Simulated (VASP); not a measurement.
```
CELL_PARAMETERS angstrom
     -2.82500     2.82500     2.82500
      2.82500    -2.82500     2.82500
      2.82500     2.82500    -2.82500
ATOMIC_POSITIONS crystal
  Rb 0.00000 0.00000 0.00000
```

The base run (VASP): PBE GGA, plane waves, VASP's PBE PAW potentials (set 64). Run with 400 eV cut-off, 8×8×8 Γ-centred mesh, first-order Methfessel-Paxton smearing of 0.10 eV, potentials Rb_sv.

One setting is varied; ΔE counts from the base run. The base run took about 6 core-seconds. Costs are core time on shared hosts, one run each; read them as rough ratios.

Pressures at a finite cut-off, here 400 eV, hold a Pulay part, which wasn't tested here.

```csv
setting,cost over the base run,electronic steps,ΔE (meV/atom),pressure (GPa)
SYMPREC = 1E-3,within a factor of 2,10,0.0,0.04
base run,reference,10,0.0,0.04
ISYM = 1,within a factor of 2,10,0.0,0.04
ISYM = 0,about 7 times,10,0.0,0.04
ISYM = -1,…,10,0.0,0.04
```

### Question
What belongs in the gaps?

### Answer

- ISYM = -1, cost over the base run: about 10 times

Left out are runs that failed, have no time on record or changed the cell.

The compound is Rb in the bcc structure. The cell was not relaxed at this level.
